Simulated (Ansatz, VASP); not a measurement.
K2Sb in VASP and in Ansatz

```
CELL_PARAMETERS angstrom
5.47302 0.00000 0.00000
-2.73651 4.73977 0.00000
0.00000 0.00000 11.22118
ATOMIC_POSITIONS crystal
K 0.33333 0.66667 0.09097
K 0.66667 0.33333 0.90903
K 0.66667 0.33333 0.59097
K 0.33333 0.66667 0.40903
Sb 0.33333 0.66667 0.75000
Sb 0.66667 0.33333 0.25000
```

Alike in both runs: functional PBE; k mesh 12 × 12 × 4; occupations gaussian, width 0.1 eV; no spin polarisation.

Ansatz relaxed the structure, and its values are those at the end. VASP's run is a single point on that final structure, the one shown.

```csv
,VASP,Ansatz
version,VASP 6.6.1,Ansatz 0.2.0
potentials or method,"VASP PAW PBE potentials, release 64 (K_sv, Sb)","scalar-relativistic, plane waves, PAW"
plane-wave cutoff (eV),520,420
valence electrons in the cell,46,66
```

```tsv
	VASP	Ansatz	Ansatz less VASP
gap on the k mesh at the Fermi level (eV)	none	none	-
pressure (GPa)	0.0	0.0	-0.02
```

A gap of «none» marks a metal or a gap that the smearing closes. With one functional, cell and mesh, what is left measures potentials, basis and numerics. The two sets of potentials don't hold the same shells in valence.

The runs have no spin-orbit coupling, so splittings on Sb are missing.
